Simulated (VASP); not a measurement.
BAs (space group F-43m): the measured cell of entry 9008833 of the Crystallography Open Database is

```yaml
crystal:
  lattice:
    - [0.00000, 2.38850, 2.38850]
    - [2.38850, 0.00000, 2.38850]
    - [2.38850, 2.38850, 0.00000]
  atoms:
    - { symbol: B, position: [0.00000, 0.00000, 0.00000] }
    - { symbol: As, position: [0.25000, 0.25000, 0.25000] }
```

These are SCAN meta-GGA, VASP's PBE PAW potentials (set 64) (plane waves; VASP 6.6.1) values and carry that method's errors. Numerical set-up: 520 eV cut-off, 11×11×11 Γ-centred mesh, tetrahedra with Blöchl corrections, potentials B As.

The calculation is for a static lattice at zero pressure; the measurement, whose temperature isn't given here, holds thermal and zero-point expansion. The entry's conditions were not checked, so it may have been measured under pressure.

Question: How far does the relaxed conventional cell lie from the measured one?

Answer: 
```
             measured  computed  difference
-----------  --------  --------  ----------
a (Å)           4.777     4.778      +0.0 %
V (Å³/atom)     13.63     13.64      +0.1 %
```

The structure comes from a measured BAs entry (F-43m) of the Crystallography Open Database, whose conditions weren't checked. It was relaxed first. Symmetry was kept, so distortions that lower it aren't found.
